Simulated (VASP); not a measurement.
Data:

```
TlBr
1.0
    3.99000     0.00000     0.00000
    0.00000     3.99000     0.00000
    0.00000     0.00000     3.99000
Tl Br
1 1
Direct
  0.00000   0.00000   0.00000
  0.50000   0.50000   0.50000
```

The numbers are results of optB88-vdW, VASP's PBE PAW potentials (set 64) (plane waves; VASP), not measurements. Run with 520 eV cut-off, Gaussian smearing of 0.050 eV, potentials Tl_d Br.

Unless said otherwise, spin-orbit coupling is left out, though it shifts the bands of the heavy elements here.

### Question
Give the energies of bands 7 to 13 at the high-symmetry points, in eV from the valence-band maximum.

### Answer

```json
[
 {"band": "7", "Γ": "-4.69", "X": "-5.51", "M": "-3.81", "R": "-2.87"},
 {"band": "8", "Γ": "-1.21", "X": "-0.72", "M": "-2.81", "R": "-1.81"},
 {"band": "9", "Γ": "-1.21", "X": "-0.72", "M": "-2.81", "R": "-1.81"},
 {"band": "10", "Γ": "-1.21", "X": "0.00", "M": "-0.64", "R": "-1.81"},
 {"band": "11", "Γ": "7.13", "X": "1.91", "M": "4.86", "R": "2.20"},
 {"band": "12", "Γ": "7.13", "X": "5.73", "M": "4.86", "R": "2.20"},
 {"band": "13", "Γ": "7.13", "X": "5.73", "M": "7.25", "R": "2.20"}
]
```

The gap is direct, 1.91 eV, from the valence maximum at X to the conduction minimum at X.

The compound is TlBr in the CsCl type structure. The cell was not relaxed at this level.
